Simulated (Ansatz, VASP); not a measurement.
## One calculation of LiP2, two programs

Contents of INCAR:

```
SYSTEM = LiP2
PREC = Accurate
ENCUT = 520
EDIFF = 1E-7
ISMEAR = 0
SIGMA = 0.1
LREAL = .FALSE.
LASPH = .TRUE.
NELM = 100
ALGO = Normal
ISIF = 2
LWAVE = .FALSE.
LCHARG = .FALSE.
GGA = PE
IVDW = 12
NBANDS = 22
```

The input KPOINTS:

```
regular mesh
0
G
  6 6 2
  0 0 0
```

POSCAR

```
LiP2
1.0
    3.8631835800      0.0000000000      0.0000000000
   -1.9315917900      3.3456151200      0.0000000000
    0.0000000000      0.0000000000     12.8259995800
Li P
2 4
Direct
    0.0000000000      0.0000000000      0.7012485900
    0.0000000000      0.0000000000      0.2987514100
    0.6666666700      0.3333333300      0.6227974500
    0.0000000000      0.0000000000      0.8772025500
    0.3333333300      0.6666666700      0.3772025500
    0.0000000000      0.0000000000      0.1227974500
```

Input for Ansatz:

```yaml
crystal:
  lattice:
    - [3.86318358, 0.0, 0.0]
    - [-1.93159179, 3.34561512, 0.0]
    - [0.0, 0.0, 12.82599958]
  atoms:
    - { symbol: Li, position: [0.0, 0.0, 0.70124859] }
    - { symbol: Li, position: [0.0, 0.0, 0.29875141] }
    - { symbol: P, position: [0.66666667, 0.33333333, 0.62279745] }
    - { symbol: P, position: [0.0, 0.0, 0.87720255] }
    - { symbol: P, position: [0.33333333, 0.66666667, 0.37720255] }
    - { symbol: P, position: [0.0, 0.0, 0.12279745] }
basis:
  ecutwfc: 420
kpoints:
  mp_grid: { grid: [6, 6, 2] }
hamiltonian:
  xc: pbe
  dispersion: d3bj
scf:
  occupations: { method: gaussian, width: 0.1 }
  lower_state_search: "off"
output:
  forces: true
  stress: true
  eigenvalues: true
```

Alike in both runs: task single point; functional PBE; dispersion D3(BJ); k mesh 6 × 6 × 2; occupations gaussian, width 0.1 eV; no spin polarisation.

|  | VASP | Ansatz |
| --- | --- | --- |
| version | VASP 6.6.1 | Ansatz 0.2.0 |
| potentials or method | VASP PAW PBE potentials, release 64 (Li_sv, P) | scalar-relativistic, plane waves, PAW |
| plane-wave cutoff (eV) | 520 | 420 |
| valence electrons in the cell | 26 | 26 |

|  | VASP | Ansatz | Ansatz less VASP |
| --- | --- | --- | --- |
| gap on the k mesh at the Fermi level (eV) | none | none | - |
| rms of the force components (eV/Å) | 0.763 | 0.759 | -0.0048 |

Atom by atom the forces differ by 0.005 eV/Å (rms over components). A gap of «none» marks a metal or a gap that the smearing closes.

Caveats: forces of over 1 eV/Å show positions far from the minimum, so gaps and moduli don't describe the material at rest.
